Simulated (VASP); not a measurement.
Crystal: Fe.

```xyz
1
Lattice="-1.4430 1.4430 1.4430 1.4430 -1.4430 1.4430 1.4430 1.4430 -1.4430" Properties=species:S:1:pos:R:3 pbc="T T T"
Fe    0.0000    0.0000    0.0000
```

| Property | Result |
| --- | --- |
| Program | VASP 6.6.1 |
| Task | relaxation of cell and atoms |
| Functional | PBE |
| Potentials or basis | VASP PAW PBE potentials, release 64 (Fe) |
| Cutoff | 520 eV |
| k mesh | 8 × 8 × 8 |
| Occupations | gaussian, width 0.1 eV |
| Spin | collinear spin, ferromagnetic start |
| Starting moments | [2.5] μB |

At the start: pressure -7.5 GPa; volume 12.02 Å³/atom.

**Question.** How do energy, volume and symmetry change on relaxing?

**Answer.** Over 4 steps the energy falls by 11.9 meV/atom and the volume is 11.54 Å³/atom (-4.0 %); space group Im-3m (No. 229, to 0.05 Å); moment 2.34 μB per cell.

The path:
```
step  energy change (eV)  largest force (eV/Å)  pressure (GPa)  volume (Å³)
   1              0.0000                0.0000           -7.53        12.02
   2             -0.0093                0.0000            2.74        11.06
   3             -0.0113                0.0000            1.81        11.43
   4             -0.0119                0.0000            0.00        11.54
```

Final structure:
```yaml
crystal:
  lattice:
    - [-1.42349, 1.42349, 1.42349]
    - [1.42349, -1.42349, 1.42349]
    - [1.42349, 1.42349, -1.42349]
  atoms:
    - { symbol: Fe, position: [0.00000, 0.00000, 0.00000] }
```

Caveat: the k mesh is coarse (spacing up to 0.38 Å⁻¹), so the values aren't converged.
